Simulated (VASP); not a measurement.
A cell of FePt (L1_0) near equilibrium:

```
FePt
1.0
    2.73225     0.00000     0.00000
    0.00000     2.73225     0.00000
    0.00000     0.00000     3.72574
Fe Pt
1 1
Direct
  0.00000   0.00000   0.00000
  0.50000   0.50000   0.50000
```
Starting moments (μB, in the order of the record's atoms Fe Pt): 3.3 0.3.

The numbers are results of r2SCAN meta-GGA, VASP's PBE PAW potentials (set 64) (plane waves; VASP), not measurements.

```json
[
 {"run": "as it is", "ΔE (meV/atom)": "0.0", "σxx": "0.20", "σyy": "0.20", "σzz": "-0.18", "largest shear component, with its sign (GPa)": "0.00", "largest force (eV/Å)": "0.000", "moment (μB)": "3.55"},
 {"run": "after one change", "ΔE (meV/atom)": "163.5", "σxx": "37.06", "σyy": "37.06", "σzz": "36.39", "largest shear component, with its sign (GPa)": "0.00", "largest force (eV/Å)": "0.000", "moment (μB)": "3.40"}
]
```
Stress is in GPa, positive when the cell is compressed.

**Question.** Name the change that produced these shifts.
A. isotropic strain of -4.0 %
B. biaxial strain of -2.0 % in the yz plane
C. atom 1 (Fe) moved by -0.050 Å along z
D. atom 1 (Fe) moved by 0.075 Å along y

**Answer.** A, isotropic strain of -4.0 %

The compound is FePt in the L1_0 structure. The spin order is the one that the start imposed; others were not tried in this run.
